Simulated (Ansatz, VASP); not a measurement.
**SrTiO3 in two plane-wave programs**

Wanted: the spread between two codes on one cell, functional and k mesh. The structure shown is the end of the Ansatz relaxation below.

Main program and level: Ansatz 0.2.0; plane waves, with VASP 6.6.1 beside it; single point at PBEsol.

## (1) The starting structure

The structure is cubic, space group Pm-3m (No. 221). Conventional cell: a = 3.829 Å, b = 3.829 Å, c = 3.829 Å, α = 90.00°, β = 90.00°, γ = 90.00°. Nearest to Sr lie 12 O at 2.71 Å. Nearest to Ti lie 6 O at 1.91 Å. O has 2 Ti at 1.91 Å and 4 Sr at 2.71 Å nearest. Farther neighbours and most contacts between anions are not listed.

Structure file:

```cif
data_structure
_symmetry_space_group_name_H-M 'P 1'
_symmetry_Int_Tables_number 1
_cell_length_a 3.8293
_cell_length_b 3.8293
_cell_length_c 3.8293
_cell_angle_alpha 90.000
_cell_angle_beta 90.000
_cell_angle_gamma 90.000
_cell_volume 56.15
loop_
_atom_site_label
_atom_site_type_symbol
_atom_site_fract_x
_atom_site_fract_y
_atom_site_fract_z
_atom_site_occupancy
Sr1 Sr 0.00000 0.00000 0.00000 1
Ti2 Ti 0.50000 0.50000 0.50000 1
O3 O 0.50000 0.50000 0.00000 1
O4 O 0.50000 0.00000 0.50000 1
O5 O 0.00000 0.50000 0.50000 1
```

## (2) Ansatz: relaxation, PBEsol

Ansatz runs on its PAW soft_1 files.

This run makes the geometry at which the two programs are then compared.

File input.yaml:

```yaml
crystal:
  lattice:
    - [3.8913452921, 0.0, 0.0]
    - [0.0, 3.8913452921, 0.0]
    - [0.0, 0.0, 3.8913452921]
  atoms:
    - { symbol: Sr, position: [0.0, 0.0, 0.0] }
    - { symbol: Ti, position: [0.5, 0.5, 0.5] }
    - { symbol: O, position: [0.5, 0.5, 0.0] }
    - { symbol: O, position: [0.5, 0.0, 0.5] }
    - { symbol: O, position: [0.0, 0.5, 0.5] }
kpoints:
  mp_grid: { grid: [7, 7, 7] }
scf:
  occupations: { method: fermi_dirac, width: 0.02 }
hamiltonian:
  xc: pbesol
  pseudopotentials: { kind: paw, azcp: { folder: soft_1 }, xc_functional: pbe }
basis:
  ecutwfc: 600
output:
  forces: true
  stress: true
  write_density: true
  write_potential: true
  elf: true
  volumetric_format: npy
relax:
  f_tol: 0.005
  max_steps: 70
  cell: { stress_tol: 0.02, p_target: 10 }
```

The run is started by

```bash
$ ansatz run input.yaml --threads 3 --pin off --max-ram 5120MiB --backend cpu --events-out ev --progress --plain --runs-dir out
```

Numbers of over 12 decimals in the logs are rounded to 6 here.

What it wrote:

```text
Engine: ansatz 0.2.0, x86_64-unknown-linux-gnu
Pseudopotentials: kind: paw
Pseudopotential: Sr, paw, valence charge 10, recommended cutoff 420 eV (normal), soft_1/Sr.paw.azcp
Pseudopotential: Ti, paw, valence charge 12, recommended cutoff 420 eV (normal), soft_1/Ti.paw.azcp
Pseudopotential: O, paw, valence charge 6, recommended cutoff 420 eV (normal), soft_1/O.paw.azcp
Functional definition: PBEsol
  exchange = pbesol_x
  correlation = pbesol_c
Crystal: 5 atoms, lattice volume = 58.925 Å³
Basis set: ecut = 600 eV, 1935 PW (Γ), exchange–correlation on 64×64×64 points (8 copies of the dense FFT grid, shifted against one another)
Bands: 25, of which v1, the nominal top of the filled ones, is band 20 counted from 1 (19 counted from 0)
Symmetry: 48 space group operations
Space group: Pm-3m (ITA 221), of the structure as read, at distance tolerance 3.9e-5 Å
k-points: 20 of 343
Non-local potential: Sr, projectors of the file, l = 0: 3, l = 1: 2, l = 2: 2
Non-local potential: Ti, projectors of the file, l = 0: 3, l = 1: 2, l = 2: 3, l = 3: 1
Non-local potential: O, projectors of the file, l = 0: 2, l = 1: 2, l = 2: 1
PAW form: soft (Blöchl's): semilocal exchange-correlation on the pseudo side does not see the compensation charge
PAW frozen core: Sr, regenerated for the run's functional, and the local potential with it (the file was generated under x = pbe(κ = 0.804, μ = 0.219515), c = pbe(β = 0.066725))
PAW frozen core: Ti, regenerated for the run's functional, and the local potential with it (the file was generated under x = pbe(κ = 0.804, μ = 0.219515), c = pbe(β = 0.066725))
PAW frozen core: O, regenerated for the run's functional, and the local potential with it (the file was generated under x = pbe(κ = 0.804, μ = 0.219515), c = pbe(β = 0.066725))
PAW one-centre angular grid: Sr, 110 points (default); XC on 64 Gauss nodes
PAW one-centre angular grid: Ti, 590 points (default); XC on 64 Gauss nodes
PAW one-centre angular grid: O, 110 points (default); XC on 64 Gauss nodes
Initial density: superposition of atomic densities (chi_scale 0.1, normalization cell, long waves kept (reshape's long-wave potential 0.00 eV rms))
Initial wavefunctions: pseudopotential atomic-orbital guess
Functional: x = pbesol(κ = 0.804, μ = 0.123457), c = pbesol(β = 0.046)
SCF iter   1: F=—  HF=-7657.500811 eV  |F-HF|=—  |Δ(HF+E_count)|=         —  Δρ=5.23e-2  dr2=1.36e0  ethr=3.10e-3  ⟨swp⟩=7.7  Hψ=2600  notcnv=0
preconditioner: auto → Resta (q_TF=auto, 2.558 Å⁻¹)  ε∞=5.3  [insulator: Δε(μ)=2.104 eV  Ē_g=12.852 eV  σ=0.020 eV  W_gap=1.00  n_scr=18 (ndim 8)  ℏωp=26.5 eV  f_vac=0.000  D(μ)=0.00/eV (n_scr^D=0)  ε∞_Penn≈5.3]
SCF iter   2: F=—  HF=-7657.338980 eV  |F-HF|=—  |Δ(HF+E_count)|=   1.62e-1  Δρ=2.75e-2  dr2=4.77e-1  ethr=3.10e-3  ⟨swp⟩=2.1  Hψ=742  notcnv=0  defer=20
SCF iter   3: F=—  HF=-7657.283754 eV  |F-HF|=—  |Δ(HF+E_count)|=   5.52e-2  Δρ=7.09e-3  dr2=1.86e-2  ethr=1.19e-3  ⟨swp⟩=2.5  Hψ=1015  notcnv=0  defer=20
SCF iter   4: F=—  HF=-7657.285642 eV  |F-HF|=—  |Δ(HF+E_count)|=   1.89e-3  Δρ=2.38e-3  dr2=1.97e-3  ethr=4.66e-5  ⟨swp⟩=2.3  Hψ=814  notcnv=0  defer=20
SCF iter   5: F=—  HF=-7657.286433 eV  |F-HF|=—  |Δ(HF+E_count)|=   7.91e-4  Δρ=3.18e-4  dr2=5.24e-5  ethr=4.93e-6  ⟨swp⟩=2.0  Hψ=921  notcnv=0  defer=20
SCF iter   6: F=—  HF=-7657.286508 eV  |F-HF|=—  |Δ(HF+E_count)|=   7.54e-5  Δρ=7.85e-5  dr2=4.40e-6  ethr=1.31e-7  ⟨swp⟩=2.0  Hψ=832  notcnv=0  defer=20
SCF iter   7: F=—  HF=-7657.286510 eV  |F-HF|=—  |Δ(HF+E_count)|=   2.00e-6  Δρ=1.60e-5  dr2=1.92e-7  ethr=1.10e-8  ⟨swp⟩=2.7  Hψ=889  notcnv=0  defer=20
SCF iter   8: F=-7657.286510 eV  HF=-7657.286510 eV  |F-HF|=3.53e-9  |Δ(HF+E_count)|=   4.34e-8  Δρ=4.24e-6  dr2=1.30e-8  ethr=2.50e-10  ⟨swp⟩=9.6  Hψ=3501  notcnv=0
SCF 1 converged in 8 iterations: F = -7657.286510 eV  dr2 = 1.30e-8
  greatest PAW one-centre occupation: 0.998 electrons in one spin orbital (limit 2), on the Ti atom at site 1 (counted from 0), in its partial waves of l = 0
relax step   1: F+E_penalty+E_count = -7657.28651041 eV  Δ(F+E_penalty+E_count) = +0.000e0 eV  max|allowed force component| = 1.452e-29 eV/Å  Δτ_max = 0.0000 Å  P = +0.003 GPa  Ω = 58.925 Å³  (8 SCF iters, dr2 threshold 1.00e-7 eV, accepted)
[...]
relax step   2: F+E_penalty+E_count = -7657.20389888 eV  Δ(F+E_penalty+E_count) = +8.261e-2 eV  max|allowed force component| = 8.283e-30 eV/Å  Δτ_max = 0.0000 Å  P = +9.987 GPa  Ω = 56.150 Å³  energy of the carried Pulay correction = +2.456e-4 eV  (6 SCF iters, dr2 threshold 5.00e-7 eV, accepted)
[...]
relax step   3: F+E_penalty+E_count = -7657.20367137 eV  Δ(F+E_penalty+E_count) = +2.275e-4 eV  max|allowed force component| = 3.773e-30 eV/Å  Δτ_max = 0.0000 Å  P = +9.985 GPa  Ω = 56.150 Å³  stress off target by 1.51e-2 GPa  SCF on the basis re-selected at this cell (its energy is not comparable with the rows above)  (6 SCF iters)
basis re-selected at this cell: Δ(F+E_penalty+E_count) = +2.275e-4 eV, ΔP = -0.002 GPa vs the last step (what re-selecting the basis moved, of the pressure what is left beyond the Pulay correction that the steps carried, after the strain that the cell walked since its last selection, with what the two solves' SCF thresholds leave and, on support functions, any second-order correction that the steps lacked; it is no m [...]
SCF converged after 6 iterations
Free energy (F): -7657.203671 eV
Harris-Foulkes:  -7657.203671 eV  (|F-HF|=2.73e-12)
Internal energy: -7657.203671 eV  (E = F + TS)
E sigma→0 (E₀):  -7657.203671 eV
Fermi energy:    11.612676 eV
--- Per-component energies (eV) ---
  E_band       = -175.162278
  E_kinetic    = 1025.555736
  E_local      = -2378.041684  (includes V_loc(G=0)·N_el)
  E_nonlocal   = 451.851927
  E_hartree    = 824.544084
  E_xc         = -506.307578
  E_vxc        = -579.538343  (∫ρ·V_xc dr)
  E_paw        = -4126.700719  (= ΣΔE_a)
  E_vpaw       = -344.078619  (= ΣTr[D̂ρ^β])
  E_aug_tail   = 0.000576  (compensation charges beyond the density's cutoff)
  E_ewald      = -2948.485610
  E_core_change = 0.379596  (= ΣΔE_core)
  E_smearing   = -0.000000  (= −TS)
  E_closure    = -0.000000  (closes the sum)
  Σ components = -7657.203671   (vs F -7657.203671, Δ=0.00e0)
--- Forces (eV/Å), atoms counted from 1 ---
  atom   1  Sr    -0.00000000    -0.00000000     0.00000000
  atom   2  Ti     0.00000000     0.00000000    -0.00000000
  atom   3  O     -0.00000000     0.00000000     0.00000000
  atom   4  O      0.00000000    -0.00000000    -0.00000000
  atom   5  O      0.00000000    -0.00000000    -0.00000000
  max |Σ_I F_I| component: 4.21e-30 eV/Å
--- Stress (GPa, compression-positive) ---
        9.984871       0.000000       0.000000
        0.000000       9.984871      -0.000000
        0.000000      -0.000000       9.984871
  P = ⅓ Tr σ = 9.9849 GPa (99.849 kbar)
--- Band table (eV; the first three rows and the last of 20) ---
  k-point 0: bands = [... 16 lower, 9.3823, 10.3734, 10.3734, 10.3734, 12.6101, 12.6101, 12.6101, 15.4658, ... 1 higher]
  k-point 1: bands = [... 16 lower, 9.1814, 9.7305, 10.2426, 10.2426, 12.6466, 13.1105, 13.1105, 15.4901, ... 1 higher]
  k-point 2: bands = [... 16 lower, 8.7041, 8.7838, 10.0734, 10.0734, 12.7315, 14.0342, 14.0342, 15.5092, ... 1 higher]
  k-point 19: bands = [... 16 lower, 6.7898, 10.5025, 10.5025, 10.5975, 15.4174, 15.4332, 15.4332, 18.0569, ... 1 higher]
--- Relaxed structure (2 steps of the walk, 2 accepted, 1 SCFs on fresh bases) ---
  F+E_penalty+E_count = -7657.20367137 eV   max|allowed force component| = 3.773e-30 eV/Å   (the final SCF, on the basis selected at the relaxed cell)
  cell:  # Å, volume = 56.1496 Å³
    - [3.829266, 0, 0]
    - [0, 3.829266, 0.0]
    - [0, 0.0, 3.829266]
  atoms:
    - { symbol: Sr, position: [0, 0, 0] }
    - { symbol: Ti, position: [0.5, 0.5, 0.5] }
    - { symbol: O, position: [0.5, 0.5, 0] }
    - { symbol: O, position: [0.5, 0, 0.5] }
    - { symbol: O, position: [0, 0.5, 0.5] }
```

## (3) VASP: single point, PBEsol, pair 1

The same cell, functional, mesh and smearing now go to VASP, with its own data sets.

Lines of VASP's logs that name or quote its potential files are left out, and so is its time.

File INCAR:

```
SYSTEM = SrTiO3
PREC = Accurate
ENCUT = 600
EDIFF = 1E-06
NELM = 120
ISMEAR = -1
SIGMA = 0.02
LREAL = .FALSE.
ALGO = Normal
GGA = PS
NBANDS = 26
LASPH = .TRUE.
LORBIT = 11
LWAVE = .FALSE.
LCHARG = .FALSE.
ISIF = 2
GGA_COMPAT = .FALSE.
EFERMI = MIDGAP
KPAR = 2
```

File POSCAR:

```
SrTiO3
1.0
    3.8292658480      0.0000000000      0.0000000000
    0.0000000000      3.8292658480      0.0000000000
    0.0000000000      0.0000000000      3.8292658480
Sr Ti O
1 1 3
Direct
    0.0000000000      0.0000000000      0.0000000000
    0.5000000000      0.5000000000      0.5000000000
    0.5000000000      0.5000000000      0.0000000000
    0.5000000000      0.0000000000      0.5000000000
    0.0000000000      0.5000000000      0.5000000000
```

File KPOINTS:

```
Automatic mesh
0
Gamma
7 7 7
0 0 0
```

Potentials, in the order of the species: Sr_sv, Ti_sv and O (PBE family, release 64).

The run is started by

```bash
$ mpirun -np 2 vasp_std
```

What it wrote:

```text
[banner, memory and clock lines left out]
running    2 mpi-ranks, on    1 nodes
 distrk:  each k-point on    1 cores,    2 groups
 distr:  one band on    1 cores,    1 groups

 POSCAR found type information on POSCAR SrTiO
 POSCAR found :  3 types and       5 ions
|                                                                             |
|               ----> ADVICE to this user running VASP <----                  |
|                                                                             |
|     You enforced a specific xc type in the INCAR file but a different       |
|     [... a line on the potential file left out ...]
|     I HOPE YOU KNOW WHAT YOU ARE DOING!                                     |
|                                                                             |

 LDA part: xc-table for (Slater+PW92), standard interpolation
 POSCAR, INCAR and KPOINTS ok, starting setup
 FFT: planning ... GRIDC
 FFT: planning ... GRID_SOFT
 FFT: planning ... GRID
 WAVECAR not read
 entering main loop
       N       E                     dE             d eps       ncg     rms          rms(c)
DAV:   1     0.475347032428E+03    0.47535E+03   -0.23418E+04  1040   0.191E+03
DAV:   2    -0.521769299373E+01   -0.48056E+03   -0.46374E+03  1224   0.502E+02
DAV:   3    -0.492603605491E+02   -0.44043E+02   -0.43834E+02  1466   0.148E+02
DAV:   4    -0.512693140636E+02   -0.20090E+01   -0.20057E+01  1518   0.268E+01
DAV:   5    -0.513177379579E+02   -0.48424E-01   -0.48391E-01  1468   0.361E+00    0.294E+01
DAV:   6    -0.418504999404E+02    0.94672E+01   -0.52903E+01  1520   0.704E+01    0.173E+01
DAV:   7    -0.419702998798E+02   -0.11980E+00   -0.69763E+00  1308   0.196E+01    0.122E+01
DAV:   8    -0.420089320179E+02   -0.38632E-01   -0.16316E+00  1304   0.138E+01    0.333E+00
DAV:   9    -0.419284752300E+02    0.80457E-01   -0.35722E-01  1260   0.663E+00    0.995E-01
DAV:  10    -0.419339493652E+02   -0.54741E-02   -0.16348E-01  1302   0.277E+00    0.886E-01
DAV:  11    -0.419234970830E+02    0.10452E-01   -0.51394E-02  1496   0.177E+00    0.164E-01
DAV:  12    -0.419233710155E+02    0.12607E-03   -0.21996E-03  1282   0.502E-01    0.912E-02
DAV:  13    -0.419233703584E+02    0.65711E-06   -0.56314E-04  1448   0.314E-01    0.562E-02
DAV:  14    -0.419233636194E+02    0.67390E-05   -0.27970E-04  1354   0.208E-01    0.267E-02
DAV:  15    -0.419233552410E+02    0.83783E-05   -0.63395E-05  1320   0.763E-02    0.163E-02
DAV:  16    -0.419233554571E+02   -0.21606E-06   -0.86873E-06  1374   0.279E-02
   1 F= -.41923355E+02 E0= -.41923355E+02  d E =-.680063E-23
```

OUTCAR, selected parts (step 3):

```text
ion  position               nearest neighbor table
   1  0.000  0.000  0.000-   3 2.71   4 2.71   5 2.71   4 2.71   5 2.71   3 2.71   5 2.71   5 2.71
                             3 2.71   4 2.71   4 2.71   3 2.71   2 3.32   2 3.32   2 3.32   2 3.32
   2  0.500  0.500  0.500-   3 1.91   4 1.91   5 1.91   3 1.91   4 1.91   5 1.91   1 3.32   1 3.32
                             1 3.32   1 3.32   1 3.32   1 3.32   1 3.32   1 3.32
   3  0.500  0.500  0.000-   2 1.91   2 1.91   1 2.71   1 2.71   1 2.71   1 2.71
   4  0.500  0.000  0.500-   2 1.91   2 1.91   1 2.71   1 2.71   1 2.71   1 2.71
   5  0.000  0.500  0.500-   2 1.91   2 1.91   1 2.71   1 2.71   1 2.71   1 2.71

  LATTYP: Found a simple cubic cell.
 ALAT       =     3.8292658480

 Subroutine GETGRP returns: Found 48 space group operations
 (whereof 48 operations were pure point group operations)

The static configuration has the point symmetry O_h .

 Found     20 irreducible k-points:

   k-points           NKPTS =     20   k-points in BZ     NKDIM =     20   number of bands    NBANDS=     26

   dimension x,y,z NGX =    32 NGY =   32 NGZ =   32
   dimension x,y,z NGXF=    64 NGYF=   64 NGZF=   64

   ENCUT  =  600.0 eV  44.10 Ry    6.64 a.u.   7.65  7.65  7.65*2*pi/ulx,y,z

   NELECT =      40.0000    total number of electrons

 k-points in reciprocal lattice and weights: Automatic mesh
   0.00000000  0.00000000  0.00000000       0.003
   0.14285714  0.00000000  0.00000000       0.017
   0.28571429  0.00000000  0.00000000       0.017
   0.42857143  0.00000000  0.00000000       0.017
   0.14285714  0.14285714  0.00000000       0.035
   0.28571429  0.14285714  0.00000000       0.070
   0.42857143  0.14285714  0.00000000       0.070
   0.28571429  0.28571429  0.00000000       0.035
   0.42857143  0.28571429  0.00000000       0.070
[...]
0.42857143  0.42857143  0.28571429       0.070
   0.42857143  0.42857143  0.42857143       0.023

 average (electrostatic) potential at core
       1 -33.6158       2 -75.4834       3 -69.0440       4 -69.0440       5 -69.0440

 E-fermi :   5.4331

 k-point     1 :       0.0000    0.0000    0.0000
  band No.  band energies     occupation
    ...
     16       3.2296      2.00000
     17       3.2296      2.00000
     18       4.2019      2.00000
     19       4.2019      2.00000
     20       4.2019      2.00000
     21       6.4188      0.00000
     22       6.4188      0.00000
     23       6.4188      0.00000
     24       9.2609      0.00000
     25       9.2609      0.00000
    ...

 k-point     2 :       0.1429    0.0000    0.0000
  band No.  band energies     occupation
    ...
     16       2.9421      2.00000
     17       3.0242      2.00000
     18       3.5592      2.00000
     19       4.0711      2.00000
     20       4.0711      2.00000
     21       6.4563      0.00000
     22       6.9220      0.00000
     23       6.9220      0.00000
     24       9.2859      0.00000
     25       9.8602      0.00000
    ...

 k-point     3 :       0.2857    0.0000    0.0000
  band No.  band energies     occupation
    ...
     16       2.4032      2.00000
     17       2.5355      2.00000
     18       2.6183      2.00000
     19       3.9021      2.00000
     20       3.9021      2.00000
     21       6.5436      0.00000
     22       7.8489      0.00000
     23       7.8489      0.00000
     24       9.3057      0.00000
     25      10.8741      0.00000
    ...

  Total        3.6917484      3.6917484      3.6917484      0.0000000      0.0000000      0.0000000
  in kB      105.3406815    105.3406815    105.3406815      0.0000000      0.0000000      0.0000000
  external PRESSURE =     105.3406815 kB  Pullay stress =       0.0000000 kB

  energy-cutoff  :      600.00
  volume of cell :       56.15
      direct lattice vectors                 reciprocal lattice vectors
     3.829265848  0.000000000  0.000000000     0.261146664  0.000000000  0.000000000
     0.000000000  3.829265848  0.000000000     0.000000000  0.261146664  0.000000000
     0.000000000  0.000000000  3.829265848     0.000000000  0.000000000  0.261146664

 POSITION                                       TOTAL-FORCE (eV/Angst)
 -----------------------------------------------------------------------------------
      0.00000      0.00000      0.00000         0.000000      0.000000      0.000000
      1.91463      1.91463      1.91463         0.000000      0.000000      0.000000
      1.91463      1.91463      0.00000         0.000000      0.000000      0.000000
      1.91463      0.00000      1.91463         0.000000      0.000000      0.000000
      0.00000      1.91463      1.91463         0.000000      0.000000      0.000000
 -----------------------------------------------------------------------------------
    total drift:                                0.000000     -0.000000     -0.000000

  FREE ENERGIE OF THE ION-ELECTRON SYSTEM (eV)
  ---------------------------------------------------
  free  energy   TOTEN  =       -41.9233554571 eV

  energy  without entropy=      -41.9233554571  energy(sigma->0) =      -41.92335546

 total charge
# of ion       s       p       d       tot
------------------------------------------
    1        2.000   5.772   0.231   8.004
    2        2.254   6.374   1.852  10.480
    3        1.559   3.504   0.000   5.063
    4        1.559   3.504   0.000   5.063
    5        1.559   3.504   0.000   5.063
--------------------------------------------------
tot          8.930  22.660   2.084  33.674

[... 3 further parts left out ...]
```

This run has no spin polarisation, so a moment on Ti, if there is one, isn't seen.

## (4) Differences

Known differences besides the potentials themselves: Ansatz makes its cores anew for this functional, VASP keeps those of its PBE data sets; Ansatz's pressure holds a Pulay correction, VASP's none. Total energies have different zeros and are not compared.

Both answers:

```csv
quantity,Ansatz,VASP,difference
pressure (GPa),9.98,10.53,-0.55
gap on the k mesh (eV),2.013,1.971,+0.041
```

A gap on the mesh is an upper bound, since the band edges may lie between its points.

## (5) Ansatz: relaxation, PBEsol

This run makes the geometry at which the two programs are then compared. The cell compared in this pair holds 57.44 Å³, against 56.15 Å³ for the pair before.

The structure compared here is the end of the Ansatz relaxation.

Changes to input.yaml since step 2:

```diff
@@ -23,6 +23,2 @@
   stress: true
-  write_density: true
-  write_potential: true
-  elf: true
-  volumetric_format: npy
 relax:
@@ -30,2 +26,2 @@
   max_steps: 70
-  cell: { stress_tol: 0.02, p_target: 10 }
+  cell: { stress_tol: 0.02, p_target: 5 }
```

The run is started by

```bash
$ ansatz run input.yaml --threads 3 --pin off --max-ram 5120MiB --backend cpu --events-out ev --progress --plain --runs-dir out
```

What it wrote:

```text
[...]
Crystal: 5 atoms, lattice volume = 58.925 Å³
Basis set: ecut = 600 eV, 1935 PW (Γ), exchange–correlation on 64×64×64 points (8 copies of the dense FFT grid, shifted against one another)
Bands: 25, of which v1, the nominal top of the filled ones, is band 20 counted from 1 (19 counted from 0)
Symmetry: 48 space group operations
[...]
k-points: 20 of 343
[...]
--- Relaxed structure (3 steps of the walk, 3 accepted, 1 SCFs on fresh bases) ---
[...]
cell:  # Å, volume = 57.4444 Å³
    - [3.858477, 0, 0]
    - [0, 3.858477, 0.0]
    - [0, 0.0, 3.858477]
  atoms:
    - { symbol: Sr, position: [0, 0, 0] }
    - { symbol: Ti, position: [0.500000, 0.500000, 0.500000] }
    - { symbol: O, position: [0.500000, 0.500000, 0] }
    - { symbol: O, position: [0.500000, 0, 0.500000] }
    - { symbol: O, position: [0, 0.500000, 0.500000] }
[key lines of the parts left out:]
SCF converged after 6 iterations
Free energy (F): -7657.263870 eV
Fermi energy:    11.260076 eV
P = ⅓ Tr σ = 5.0111 GPa (50.111 kbar)
```

(Continued in part 2 of 2.)

[Lines on the potential files, build, host, timing and source positions are cut from VASP's logs without a mark.]

[Logs are printed without paths, hosts, clocks, repeated set-up lines and the standing remarks that a program may print on its own settings, such as how far it seeks lower states.]

[Hosts, paths, dates, database ids (printed as entryN), source tags and the programs' standing remarks are cut or masked in the printed files.]
